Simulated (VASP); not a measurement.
Level of theory: optB86b-vdW, VASP's PBE PAW potentials (set 64) (plane waves; VASP).

Input for VASP

**POSCAR**
```
CsPbCl3
5.5234120
  1.0000000791   0.0000000000   0.0000000000
  0.0000000000   1.0000000791   0.0000000000
  0.0000000000   0.0000000000   1.0000000791
Cs Pb Cl
1 1 3
Cart
  0.0000000000   0.0000000000   0.0000000000
  0.5000000395   0.5000000395   0.5000000395
  0.5000000395   0.0000000000   0.5000000395
  0.0000000000   0.5000000395   0.5000000395
  0.5000000395   0.5000000395   0.0000000000
```

**INCAR**
```
PREC = Accurate
PARAM2 = 1.0
LMAXMIX = 4   ! l cut-off of mixed one-centre charges
ENCUT = 520   ! plane-wave cut-off (eV)
AGGAC = 0.0
PARAM1 = 0.1234
ALGO = Normal   ! blocked Davidson
SYSTEM = CsPbCl3
LCHARG = F
LASPH = T
LWAVE = F
EDIFF = 1E-7   ! SCF stop (eV)
SIGMA = 0.05   ! width (eV)
GGA = MK
ISIF = 2
ISMEAR = 0
LUSE_VDW = T
LREAL = F   ! projection in real space or not
NELM = 100   ! most electronic steps
```

File KPOINTS:
```
Automatic
0
Gamma
4 4 4
0 0 0
```

POTCAR, in this order: Cs_sv Pb_d Cl (PBE.64 set). Program: vasp_std.

The run wrote:

**OUTCAR**
```
 ion  position               nearest neighbor table
   1  0.000  0.000  0.000-
   2  0.500  0.500  0.500-   3 2.76   4 2.76   5 2.76   5 2.76   3 2.76   4 2.76
   3  0.500  0.000  0.500-   2 2.76   2 2.76
   4  0.000  0.500  0.500-   2 2.76   2 2.76
   5  0.500  0.500  0.000-   2 2.76   2 2.76
  LATTYP: Found a simple cubic cell.
 ALAT       =     5.5234124367
 Subroutine PRICEL returns:
 Original cell was already a primitive cell.
 Subroutine GETGRP returns: Found 48 space group operations
The static configuration has the point symmetry O_h .
The dynamic configuration has the point symmetry O_h .
 Subroutine INISYM returns: Found 48 space group operations
 Subroutine IBZKPT returns following result:
 Found     10 irreducible k-points:

 Following reciprocal coordinates:
            Coordinates               Weight
  0.000000  0.000000  0.000000      1.000000
  0.250000  0.000000  0.000000      6.000000
  0.500000  0.000000  0.000000      3.000000
  0.250000  0.250000  0.000000     12.000000
  0.500000  0.250000  0.000000     12.000000
  0.500000  0.500000  0.000000      3.000000
...
```

**OSZICAR**
```
       N       E                     dE             d eps       ncg     rms          rms(c)
DAV:   1     0.441749184690E+03    0.44175E+03   -0.19720E+04   520   0.156E+03
DAV:   2     0.441091835433E+02   -0.39764E+03   -0.38920E+03   650   0.360E+02
DAV:   3    -0.535204440906E+01   -0.49461E+02   -0.48260E+02   622   0.133E+02
DAV:   4    -0.728274710249E+01   -0.19307E+01   -0.19272E+01   708   0.324E+01
DAV:   5    -0.733087684578E+01   -0.48130E-01   -0.48104E-01   682   0.454E+00    0.550E+00
DAV:   6    -0.661364049244E+01    0.71724E+00   -0.16210E+00   710   0.131E+01    0.357E+00
DAV:   7    -0.658493278138E+01    0.28708E-01   -0.62155E-01   788   0.498E+00    0.179E+00
DAV:   8    -0.659602758454E+01   -0.11095E-01   -0.80875E-02   770   0.259E+00    0.285E-01
DAV:   9    -0.659465135567E+01    0.13762E-02   -0.18362E-02   748   0.118E+00    0.116E-01
DAV:  10    -0.659516141492E+01   -0.51006E-03   -0.18589E-03   602   0.292E-01    0.368E-02
DAV:  11    -0.659520505718E+01   -0.43642E-04   -0.11666E-04   758   0.108E-01    0.149E-02
DAV:  12    -0.659520755044E+01   -0.24933E-05   -0.19662E-05   686   0.630E-02    0.370E-03
DAV:  13    -0.659520761104E+01   -0.60604E-07   -0.21388E-06   702   0.123E-02    0.199E-03
DAV:  14    -0.659520776012E+01   -0.14908E-06   -0.30470E-07   516   0.538E-03    0.564E-04
DAV:  15    -0.659520774285E+01    0.17262E-07   -0.27745E-08   382   0.244E-03
   1 F= -.65952077E+01 E0= -.65952077E+01  d E =-.676633E-12
```

**OUTCAR**
```
------------------------ aborting loop because EDIFF is reached ----------------------------------------
  FORCE on cell =-STRESS in cart. coord.  units (eV):
  Direction    XX          YY          ZZ          XY          YZ          ZX
  --------------------------------------------------------------------------------------
  Total        2.0287351      2.0287351      2.0287351     -0.0000000     -0.0000000      0.0000000
  in kB       19.2891682     19.2891682     19.2891682     -0.0000000     -0.0000000      0.0000000
  external PRESSURE =      19.2891682 kB  Pullay stress =       0.0000000 kB
  volume of cell :      168.51
      direct lattice vectors                 reciprocal lattice vectors
     5.523412437  0.000000000  0.000000000     0.181047498  0.000000000  0.000000000
     0.000000000  5.523412437  0.000000000     0.000000000  0.181047498  0.000000000
     0.000000000  0.000000000  5.523412437     0.000000000  0.000000000  0.181047498
 POSITION                                       TOTAL-FORCE (eV/Angst)
 -----------------------------------------------------------------------------------
      0.00000      0.00000      0.00000         0.000000      0.000000      0.000000
      2.76171      2.76171      2.76171         0.000000      0.000000      0.000000
      2.76171      0.00000      2.76171         0.000000      0.000000      0.000000
      0.00000      2.76171      2.76171         0.000000      0.000000      0.000000
      2.76171      2.76171      0.00000         0.000000      0.000000      0.000000
 -----------------------------------------------------------------------------------
    total drift:                                0.000000     -0.000000     -0.000000
  FREE ENERGIE OF THE ION-ELECTRON SYSTEM (eV)
  ---------------------------------------------------
  free  energy   TOTEN  =        -6.5952077429 eV

  energy  without entropy=       -6.5952077429  energy(sigma->0) =       -6.59520774
```
(Selected blocks of OUTCAR.)

**OUTCAR**
```
 val. band max:        2.2552390478   @ k =   0.5000   0.5000   0.5000

 cond. band min:       3.9982892784   @ k =   0.5000   0.5000   0.5000


 Fermi energy:         2.4804870628

 k-point     1 :       0.0000    0.0000    0.0000
  band No.  band energies     occupation
      1     -19.3207      2.00000
      2     -14.7691      2.00000
      3     -14.7691      2.00000
      4     -14.4547      2.00000
      5     -14.4547      2.00000
      6     -14.4547      2.00000
      7     -13.2929      2.00000
      8     -12.2595      2.00000
      9     -12.2595      2.00000
     10      -6.1273      2.00000
     11      -6.1273      2.00000
     12      -6.1273      2.00000
     13      -4.5355      2.00000
     14      -2.8289      2.00000
     15      -2.8289      2.00000
     16      -2.8289      2.00000
     17      -0.7198      2.00000
     18      -0.7198      2.00000
     19      -0.7198      2.00000
     20      -0.5834      2.00000
     21      -0.5834      2.00000
     22      -0.5834      2.00000
     23       5.2990      0.00000
     24       6.1383      0.00000
     25       6.1383      0.00000
     26       7.1503      0.00000

 k-point     2 :       0.2500    0.0000    0.0000
  band No.  band energies     occupation
      1     -19.3192      2.00000
      2     -14.7689      2.00000
      3     -14.7055      2.00000
      4     -14.4557      2.00000
      5     -14.4557      2.00000
      6     -14.4547      2.00000
      7     -13.2057      2.00000
      8     -12.4611      2.00000
      9     -12.2582      2.00000
     10      -6.1144      2.00000
     11      -6.1129      2.00000
     12      -6.1129      2.00000
     13      -5.2274      2.00000
     14      -2.7930      2.00000
     15      -2.7930      2.00000
     16      -1.7173      2.00000
     17      -0.7892      2.00000
     18      -0.7718      2.00000
     19      -0.7718      2.00000
     20      -0.6482      2.00000
     21      -0.6482      2.00000
     22      -0.4486      2.00000
...
```

Unless said otherwise, spin-orbit coupling is left out, though it shifts the bands of the heavy elements here.

The compound is CsPbCl3 in the cubic perovskite structure, the ideal cubic form; the compound distorts at low or room temperature. This cell is one point of a volume scan, at 0.94 of the reference volume.
